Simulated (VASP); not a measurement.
BaZr2O3, 6 atoms in the cell. It takes space group P4/mmm (No. 123, tetragonal). Conventional cell: a = 4.100 Å, b = 4.100 Å, c = 5.600 Å, α = 90.00°, β = 90.00°, γ = 90.00°. Around Ba (site symmetry 4/mmm) lie 2 O at 2.80 Å. Around Zr (site symmetry mmm) lie 6 O at 2.05 to 2.31 Å. O (site symmetry 4/mmm) has 4 Zr at 2.05 Å as nearest neighbours. Around O (site symmetry 4mm) lie 1 O at 2.13 Å and 4 Zr at 2.31 Å. The cell was built by a generator and needn't be a form met in nature.

| Property | Result |
| --- | --- |
| Program | VASP 6.6.1 |
| Task | relaxation of cell and atoms |
| Functional | PBE |
| Potentials or basis | VASP PAW PBE potentials, release 64 (Ba_sv, Zr_sv, O) |
| Cutoff | 520 eV |
| k mesh | 4 × 4 × 3 |
| Occupations | gaussian, width 0.15 eV |
| Spin | no spin polarisation |
| Further INCAR settings | PREC = Normal; ALGO = Fast; EDIFF = 0.0001; IBRION = 2; EDIFFG = -0.08; NSW = 24; ISIF = 3 |

Potentials or basis: VASP PAW PBE potentials, release 64 (Ba_sv, Zr_sv, O).

The run is started by

```sh
$ cat potpaw_PBE.64/Ba_sv/POTCAR potpaw_PBE.64/Zr_sv/POTCAR potpaw_PBE.64/O/POTCAR > POTCAR
$ mpirun -np 2 vasp_std > vasp.out
```

Hardware: 2 MPI ranks on Intel(R) Xeon(R) 6975P-C (Granite Rapids) (shared host).

Question: How long does it take, and how much memory?

Answer: Wall time 49 s on 2 MPI ranks on Intel(R) Xeon(R) 6975P-C (Granite Rapids), with other jobs on the host, peak memory 0.17 GiB a rank. Counts: scf iterations 136, k points 12, ion steps 9.
